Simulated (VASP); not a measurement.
Energy against volume of NaCl (rock salt). These are PW91 GGA, VASP's PBE PAW potentials (set 64) (plane waves; VASP) values and carry that method's errors. Run with 520 eV cut-off, 8×8×8 Γ-centred mesh, Gaussian smearing of 0.050 eV, potentials Na_pv Cl.

```json
[
 {"V (Å³/atom)": "21.602", "E (eV/atom)": "-3.40860"},
 {"V (Å³/atom)": "22.291", "E (eV/atom)": "-3.41445"},
 {"V (Å³/atom)": "22.981", "E (eV/atom)": "-3.41663"},
 {"V (Å³/atom)": "23.670", "E (eV/atom)": "-3.41571"}
]
```

Question: Fit these four points and predict the energy of the run at 24.360 Å³/atom.

Answer: A cubic in V^(−2/3), the third-order Birch-Murnaghan form, passes through the four points with V0 = 23.10 Å³/atom and B0 = 23 GPa, and gives -3.4122 eV/atom there. The run gave -3.4122 eV/atom, +0.0 meV/atom from the fit; all five points give B0 = 23 GPa.

The compound is NaCl in the rock salt structure. It was relaxed first.
